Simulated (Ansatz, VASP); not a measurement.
# Cross-check of C between VASP and Ansatz

One calculation is typed for both programs; each brings its own data sets. How far apart do they land? The cell is taken from a series of runs on this material, whose earlier steps may have relaxed, scaled, displaced or heated it; both programs get it as it stands.

Calculated with Ansatz 0.2.0; plane waves, with VASP 6.6.1 beside it; single point at LDA.

**1. The starting structure**

The structure is trigonal, space group R-3m (No. 166). The conventional cell has a = 2.460 Å, b = 2.460 Å, c = 54.400 Å, α = 90.00°, β = 90.00°, γ = 120.00°. Nearest to C lie 3 C at 1.42 Å. Nearest to C lie 3 C at 1.42 Å.

As a file:

```
C
1.0
     2.46000    0.00000    0.00000
    -1.23000    2.13042    0.00000
     0.00000   -1.42028   18.13333
C
8
Direct
  0.23780 0.47561 0.71341
  0.75668 0.51336 0.27005
  0.08969 0.17938 0.26906
  0.90480 0.80960 0.71439
  0.02773 0.05546 0.08319
  0.96676 0.93351 0.90027
  0.36172 0.72344 0.08516
  0.63277 0.26553 0.89830
```

**2. VASP: single point, LDA, pair 1**

With cell and atoms fixed, the geometry can't cause a difference; cores, projectors, grids and the points listed under the comparison can.

Lines of VASP's logs that name or quote its potential files are left out, and so is its time.

INCAR

```
SYSTEM = C
PREC = Accurate
ENCUT = 520
EDIFF = 1E-06
NELM = 120
ISMEAR = 0
SIGMA = 0.01
LREAL = .FALSE.
ALGO = Normal
GGA = PW92
NBANDS = 24
LORBIT = 11
LWAVE = .FALSE.
LCHARG = .FALSE.
ISIF = 2
LASPH = .TRUE.
GGA_COMPAT = .FALSE.
EFERMI = MIDGAP
KPAR = 2
```

POSCAR

```
C
1.0
    2.4600000000      0.0000000000      0.0000000000
   -1.2300000000      2.1304224933      0.0000000000
    0.0000000000     -1.4202816622     18.1333333333
C
8
Direct
    0.2378033088      0.4756066176      0.7134099266
    0.7566819853      0.5133639706      0.2700459559
    0.0896875000      0.1793750000      0.2690625000
    0.9047977941      0.8095955882      0.7143933824
    0.0277297794      0.0554595588      0.0831893383
    0.9667555147      0.9335110294      0.9002665442
    0.3617187500      0.7234375000      0.0851562500
    0.6327665441      0.2655330882      0.8982996324
```

KPOINTS

```
Automatic mesh
0
Gamma
5 5 5
0 0 0
```

PAW data sets: C (LDA family, release 64).

On the command line:

```console
> mpirun -np 2 vasp_std
```

Log:

```text
[banner, memory and clock lines left out]
running    2 mpi-ranks, on    1 nodes
 distrk:  each k-point on    1 cores,    2 groups
 distr:  one band on    1 cores,    1 groups

 POSCAR found type information on POSCAR C
 POSCAR found :  1 types and       8 ions
|                                                                             |
|               ----> ADVICE to this user running VASP <----                  |
|                                                                             |
|     You enforced a specific xc type in the INCAR file but a different       |
|     [... a line on the potential file left out ...]
|     I HOPE YOU KNOW WHAT YOU ARE DOING!                                     |
|                                                                             |

 LDA part: xc-table for (Slater(with rela. corr.)+PW92), standard interpolation
 POSCAR, INCAR and KPOINTS ok, starting setup
 FFT: planning ... GRIDC
 FFT: planning ... GRID_SOFT
 FFT: planning ... GRID
 WAVECAR not read
 entering main loop
       N       E                     dE             d eps       ncg     rms          rms(c)
DAV:   1     0.136698332212E+03    0.13670E+03   -0.15585E+04   912   0.119E+03
DAV:   2    -0.744076573882E+02   -0.21111E+03   -0.19796E+03  1280   0.262E+02
DAV:   3    -0.862076826073E+02   -0.11800E+02   -0.11686E+02  1208   0.614E+01
DAV:   4    -0.864445053587E+02   -0.23682E+00   -0.23656E+00  1168   0.104E+01
DAV:   5    -0.864526835305E+02   -0.81782E-02   -0.81733E-02  1200   0.180E+00    0.131E+01
DAV:   6    -0.822115304494E+02    0.42412E+01   -0.42662E+00  1128   0.101E+01    0.745E+00
DAV:   7    -0.808429779946E+02    0.13686E+01   -0.49397E+00  1136   0.109E+01    0.187E+00
DAV:   8    -0.808346356035E+02    0.83424E-02   -0.23466E-01  1056   0.238E+00    0.233E-01
DAV:   9    -0.808327135487E+02    0.19221E-02   -0.80121E-03  1184   0.504E-01    0.123E-01
DAV:  10    -0.808312464103E+02    0.14671E-02   -0.18789E-03  1192   0.193E-01    0.809E-02
DAV:  11    -0.808315984861E+02   -0.35208E-03   -0.12254E-03  1160   0.154E-01    0.489E-02
DAV:  12    -0.808325937897E+02   -0.99530E-03   -0.23476E-04  1096   0.934E-02    0.137E-02
DAV:  13    -0.808328218375E+02   -0.22805E-03   -0.42591E-05  1080   0.376E-02    0.106E-02
DAV:  14    -0.808328878767E+02   -0.66039E-04   -0.27415E-06  1008   0.965E-03    0.773E-03
DAV:  15    -0.808329379454E+02   -0.50069E-04   -0.40934E-06   928   0.918E-03    0.121E-03
DAV:  16    -0.808329416191E+02   -0.36737E-05   -0.39330E-07   904   0.336E-03    0.685E-04
DAV:  17    -0.808329422150E+02   -0.59593E-06   -0.83161E-08   784   0.144E-03
   1 F= -.80832942E+02 E0= -.80832942E+02  d E =0.000000E+00
```

OUTCAR, selected parts (step 2):

```text
ion  position               nearest neighbor table
   1  0.238  0.476  0.713-   4 1.42   4 1.42   4 1.42
   2  0.757  0.513  0.270-   3 1.42   3 1.42   3 1.42
   3  0.090  0.179  0.269-   2 1.42   2 1.42   2 1.42
   4  0.905  0.810  0.714-   1 1.42   1 1.42   1 1.42
   5  0.028  0.055  0.083-   7 1.42   7 1.42   7 1.42
   6  0.967  0.934  0.900-   8 1.42   8 1.42   8 1.42
   7  0.362  0.723  0.085-   5 1.42   5 1.42   5 1.42
   8  0.633  0.266  0.898-   6 1.42   6 1.42   6 1.42

  LATTYP: Found a trigonal (rhomboedric) cell.
 ALAT       =    18.1888696124
 COS(alpha) =     0.9908540505

 Subroutine GETGRP returns: Found 12 space group operations
 (whereof  6 operations were pure point group operations)

The static configuration has the point symmetry C_3v.
 The point group associated with its full space group is D_3d.

 Found     19 irreducible k-points:

   k-points           NKPTS =     19   k-points in BZ     NKDIM =     19   number of bands    NBANDS=     24

   dimension x,y,z NGX =    18 NGY =   18 NGZ =  140
   dimension x,y,z NGXF=    36 NGYF=   36 NGZF=  280

   ENCUT  =  520.0 eV  38.22 Ry    6.18 a.u.   4.57  4.57 33.82*2*pi/ulx,y,z

   NELECT =      32.0000    total number of electrons

 k-points in reciprocal lattice and weights: Automatic mesh
   0.00000000  0.00000000  0.00000000       0.008
   0.20000000 -0.00000000  0.00000000       0.048
   0.40000000  0.00000000  0.00000000       0.048
   0.00000000  0.20000000  0.00000000       0.048
   0.20000000  0.20000000 -0.00000000       0.096
   0.40000000  0.20000000 -0.00000000       0.096
  -0.40000000  0.20000000 -0.00000000       0.048
   0.00000000  0.40000000  0.00000000       0.048
   0.20000000  0.40000000 -0.00000000       0.048
[...]
0.00000000  0.00000000  0.40000000       0.016
   0.20000000 -0.00000000  0.40000000       0.048

 average (electrostatic) potential at core
       1 -57.2926       2 -57.2926       3 -57.3125       4 -57.3125       5 -57.3457
       6 -57.3457       7 -57.3059       8 -57.3060

 E-fermi :   2.2020

 k-point     1 :       0.0000    0.0000    0.0000
  band No.  band energies     occupation
    ...
     12      -0.7793      2.00000
     13      -0.7690      2.00000
     14      -0.7690      2.00000
     15      -0.7679      2.00000
     16      -0.7679      2.00000
     17       5.5635      0.00000
     18       6.5287      0.00000
     19       6.9402      0.00000
     20       9.2530      0.00000
     21      10.0706      0.00000
    ...

 k-point     2 :       0.2000   -0.0000    0.0000
  band No.  band energies     occupation
    ...
     12      -3.4948      2.00000
     13      -2.2932      2.00000
     14      -2.2769      2.00000
     15      -2.2612      2.00000
     16      -2.2550      2.00000
     17       6.8239      0.00000
     18       7.7044      0.00000
     19       8.1207      0.00000
     20      10.1015      0.00000
     21      10.3576      0.00000
    ...

 k-point     3 :       0.4000    0.0000    0.0000
  band No.  band energies     occupation
    ...
     12      -3.9134      2.00000
     13      -1.8883      2.00000
     14      -1.5068      2.00000
     15      -1.0473      2.00000
     16      -0.6541      2.00000
     17       4.9596      0.00000
     18       5.1805      0.00000
     19       5.5264      0.00000
     20       5.8010      0.00000
     21       9.7085      0.00000
    ...

  Total       -2.9385755     -2.9385755     -0.4302701      0.0000000      0.0000000      0.0000000
  in kB      -49.5414764    -49.5414764     -7.2539285      0.0000000      0.0000000      0.0000000
  external PRESSURE =     -35.4456271 kB  Pullay stress =       0.0000000 kB

  energy-cutoff  :      520.00
  volume of cell :       95.03
      direct lattice vectors                 reciprocal lattice vectors
     2.460000000  0.000000000  0.000000000     0.406504065  0.234695231  0.018382353
    -1.230000000  2.130422493  0.000000000     0.000000000  0.469390463  0.036764706
     0.000000000 -1.420281662 18.133333333     0.000000000  0.000000000  0.055147059

 POSITION                                       TOTAL-FORCE (eV/Angst)
 -----------------------------------------------------------------------------------
     -0.00000     -0.00000     12.93650         0.000000     -0.000000      0.325535
      1.23000      0.71014      4.89683        -0.000000      0.000000     -0.325535
     -0.00000      0.00000      4.87900        -0.000000      0.000000      0.293785
      1.23000      0.71014     12.95433         0.000000     -0.000000     -0.293785
     -0.00000     -0.00000      1.50850         0.000000     -0.000000      0.621861
      1.23000      0.71014     16.32483        -0.000000      0.000000     -0.621861
      0.00000      1.42028      1.54417        -0.000000     -0.000000     -0.622397
      1.23000     -0.71014     16.28917         0.000000      0.000000      0.622397
 -----------------------------------------------------------------------------------
    total drift:                               -0.000001      0.000003     -0.000006

  FREE ENERGIE OF THE ION-ELECTRON SYSTEM (eV)
  ---------------------------------------------------
  free  energy   TOTEN  =       -80.8329422150 eV

  energy  without entropy=      -80.8329422150  energy(sigma->0) =      -80.83294222

 total charge
# of ion       s       p       d       tot
------------------------------------------
    1        0.854   1.800   0.000   2.654
    2        0.854   1.800   0.000   2.654
    3        0.855   1.798   0.000   2.652
    4        0.855   1.798   0.000   2.652
    5        0.855   1.795   0.000   2.650
    6        0.855   1.795   0.000   2.650
    7        0.854   1.799   0.000   2.653
    8        0.854   1.799   0.000   2.653
--------------------------------------------------
tot          6.836  14.382   0.000  21.218

[... 3 further parts left out ...]
```

The run ends at a pressure of -3.54 GPa, with forces up to 0.62 eV/Å.

**3. Ansatz: single point, LDA, pair 1**

Ansatz runs on PAW files that the input asks for by source.

The same cell, functional (in two slightly different forms) and mesh now go to Ansatz.

input.yaml

```yaml
crystal:
  lattice:
    - [2.46, 0.0, 0.0]
    - [-1.23, 2.1304224933, 0.0]
    - [0.0, -1.4202816622, 18.1333333333]
  atoms:
    - { symbol: C, position: [0.2378033088, 0.4756066176, 0.7134099265] }
    - { symbol: C, position: [0.7566819853, 0.5133639706, 0.2700459559] }
    - { symbol: C, position: [0.0896875, 0.179375, 0.2690625] }
    - { symbol: C, position: [0.9047977941, 0.8095955882, 0.7143933824] }
    - { symbol: C, position: [0.0277297794, 0.0554595588, 0.0831893382] }
    - { symbol: C, position: [0.9667555147, 0.9335110294, 0.9002665441] }
    - { symbol: C, position: [0.36171875, 0.7234375, 0.08515625] }
    - { symbol: C, position: [0.6327665441, 0.2655330882, 0.8982996324] }
kpoints:
  mp_grid: { grid: [5, 5, 5] }
hamiltonian:
  xc: lda
  pseudopotentials: { kind: paw, source: ansatz, frozen_core: stored }
scf:
  occupations: { method: fixed }
  lower_state_search: "off"
  convergence: { dr2_threshold: 1.0e-09 }
output:
  embedding: [{ level: hf }]
basis:
  ecutwfc: 1000
```

On the command line:

```console
> ansatz run input.yaml --threads 20 --pin off --max-ram 73728MiB --backend cpu --events-out ev --progress --plain --runs-dir out
```

Log:

```text
Warning: <dir> the record states the generating functional pbe (its physics header spells it `PBE`), which answers neither for hamiltonian.xc's functional nor for the lda family's, and the run keeps its frozen core as the file was made (hamiltonian.pseudopotentials.frozen_core says where one is remade) — results may be inconsistent (PPs are generated against a specific XC)
Engine: ansatz 0.2.0, aarch64-unknown-linux-gnu
Pseudopotentials: kind: paw
Pseudopotential: C, paw, valence charge 4, recommended cutoff 820 eV (normal), C.paw.azcp
Functional definition: SPW92
  exchange = slater_x
  correlation = pw_c
Crystal: 8 atoms, lattice volume = 95.034 Å³
Basis set: ecut = 1000 eV, 6837 PW (Γ)
Bands: 24, of which v1, the nominal top of the filled ones, is band 16 counted from 1 (15 counted from 0)
Symmetry: 12 space group operations
Space group: R-3m (ITA 166), of the structure as read, at distance tolerance 4.6e-5 Å
k-points: 19 of 125
Non-local potential: C, projectors of the file, l = 0: 2, l = 1: 2
PAW form: soft (Blöchl's): semilocal exchange-correlation on the pseudo side does not see the compensation charge
PAW frozen core: C, as the file was generated: the input asks for it (`frozen_core: stored`)
PAW one-centre angular grid: C, 110 points (default); XC on 64 Gauss nodes
Initial density: superposition of atomic densities (neutral atoms: chi_scale 0, normalization atom)
Initial wavefunctions: pseudopotential atomic-orbital guess
Functional: x = slater, c = lda
SCF iter   1: F=—  HF=-1948.744472 eV  |F-HF|=—  |Δ(HF+E_count)|=         —  Δρ=1.15e-1  dr2=1.08e1  ethr=3.10e-3  ⟨swp⟩=5.5  Hψ=2376  notcnv=0  defer=89
preconditioner: auto → none  [insulator: Δε(μ)=2.568 eV  Ē_g=16.342 eV  n_scr=12 (ndim 8)  ℏωp=21.5 eV  f_vac=0.245  ε∞_Penn≈2.7]
SCF iter   2: F=—  HF=-1943.930393 eV  |F-HF|=—  |Δ(HF+E_count)|=    4.81e0  Δρ=3.93e-2  dr2=8.08e-1  ethr=3.10e-3  ⟨swp⟩=3.4  Hψ=1145  notcnv=0  defer=96
SCF iter   3: F=—  HF=-1943.621560 eV  |F-HF|=—  |Δ(HF+E_count)|=   3.09e-1  Δρ=7.93e-3  dr2=2.45e-2  ethr=2.53e-3  ⟨swp⟩=2.3  Hψ=878  notcnv=0  defer=102
SCF iter   4: F=—  HF=-1943.630249 eV  |F-HF|=—  |Δ(HF+E_count)|=   8.69e-3  Δρ=2.52e-3  dr2=4.43e-2  ethr=7.67e-5  ⟨swp⟩=3.2  Hψ=802  notcnv=0  defer=114
SCF iter   5: F=—  HF=-1943.618650 eV  |F-HF|=—  |Δ(HF+E_count)|=   1.16e-2  Δρ=2.68e-4  dr2=2.48e-4  ethr=7.67e-5  ⟨swp⟩=2.7  Hψ=809  notcnv=0  defer=114
SCF iter   6: F=—  HF=-1943.618627 eV  |F-HF|=—  |Δ(HF+E_count)|=   2.31e-5  Δρ=1.26e-4  dr2=1.38e-5  ethr=7.75e-7  ⟨swp⟩=2.5  Hψ=826  notcnv=0  defer=114
SCF iter   7: F=—  HF=-1943.618625 eV  |F-HF|=—  |Δ(HF+E_count)|=   2.17e-6  Δρ=4.49e-5  dr2=6.89e-7  ethr=4.30e-8  ⟨swp⟩=2.6  Hψ=654  notcnv=0  defer=112
SCF iter   8: F=—  HF=-1943.618705 eV  |F-HF|=—  |Δ(HF+E_count)|=   8.00e-5  Δρ=6.92e-6  dr2=5.88e-8  ethr=2.15e-9  ⟨swp⟩=2.5  Hψ=692  notcnv=0  defer=88
SCF iter   9: F=—  HF=-1943.618705 eV  |F-HF|=—  |Δ(HF+E_count)|=   1.24e-8  Δρ=1.77e-6  dr2=3.15e-9  ethr=1.84e-10  ⟨swp⟩=2.9  Hψ=715  notcnv=0  defer=88
SCF iter  10: F=-1943.618705 eV  HF=-1943.618705 eV  |F-HF|=2.45e-10  |Δ(HF+E_count)|=  7.76e-10  Δρ=6.32e-7  dr2=3.21e-10  ethr=3.13e-12  ⟨swp⟩=17.3  Hψ=2933  notcnv=0
SCF 1 converged in 10 iterations: F = -1943.618705 eV  dr2 = 3.21e-10
  greatest PAW one-centre occupation: 0.381 electrons in one spin orbital (limit 2), on the C atom at site 5 (counted from 0), in its partial waves of l = 0
Embedding: level 1/1
SCF converged after 10 iterations
Free energy (F): -1943.618705 eV
Harris-Foulkes:  -1943.618705 eV  (|F-HF|=2.45e-10)
Internal energy: -1943.618705 eV  (E = F + TS)
E sigma→0 (E₀):  -1943.618705 eV
Fermi energy:    2.566690 eV
--- Per-component energies (eV) ---
  E_band       = -166.859808
  E_kinetic    = 829.828837
  E_local      = -5387.860902  (includes V_loc(G=0)·N_el)
  E_nonlocal   = 141.328328
  E_hartree    = 2387.771384
  E_xc         = -411.291005
  E_vxc        = -497.432832  (∫ρ·V_xc dr)
  E_paw        = -699.700648  (= ΣΔE_a)
  E_vpaw       = -28.266131  (= ΣTr[D̂ρ^β])
  E_aug_tail   = -0.000113  (compensation charges beyond the density's cutoff)
  E_ewald      = 1196.305414
  E_smearing   = -0.000000  (= −TS)
  E_closure    = 0.000000  (closes the sum)
  Σ components = -1943.618705   (vs F -1943.618705, Δ=0.00e0)
--- Band table (eV; the first three rows and the last of 19) ---
  k-point 0: bands = [... 12 lower, 0.8547, 0.8547, 0.8557, 0.8557, 7.1891, 8.1545, 8.5667, 10.8785, ... 4 higher]
  k-point 1: bands = [... 12 lower, 0.8547, 0.8547, 0.8557, 0.8557, 7.2219, 7.9619, 8.8192, 10.5598, ... 4 higher]
  k-point 2: bands = [... 12 lower, 0.8547, 0.8547, 0.8557, 0.8557, 7.2949, 7.7494, 9.1821, 10.1231, ... 4 higher]
  k-point 18: bands = [... 12 lower, 1.9849, 2.2374, 2.4450, 2.5667, 5.0809, 5.1385, 5.1880, 5.2656, ... 4 higher]
--- Embedding: other levels on nested regions, to first order at the run's own orbitals ---
  hf on the whole cell: 16 occupied orbitals
    hf − lda = -19.003482 eV: smooth +411.291005, one-centre -90.687978, exact exchange -339.606509 eV
  E of the run      =     -1943.618705 eV
  E with the levels =     -1962.622187 eV; the forces and the stress are the run's own
```

**4. Side by side**

Known differences besides the potentials themselves: fixed occupations in Ansatz, narrow Gaussian smearing in VASP; the cutoff is 1000 eV in Ansatz and 520 eV in VASP; VASP's log shows a relativistic correction to its local exchange, Ansatz's none. Total energies have different zeros and are not compared.

Both answers:

```
              quantity  Ansatz   VASP  difference
gap on the k mesh (eV)   2.514  2.512      +0.002
```

A gap on the mesh is an upper bound, since the band edges may lie between its points.

(Part 1 of 2 ends here.)

[Lines on the potential files, build, host, timing and source positions are cut from VASP's logs without a mark.]

[Logs are printed without paths, hosts, clocks, repeated set-up lines and the standing remarks that a program may print on its own settings, such as how far it seeks lower states.]

[Hosts, paths, dates, database ids (printed as entryN), source tags and the programs' standing remarks are cut or masked in the printed files.]
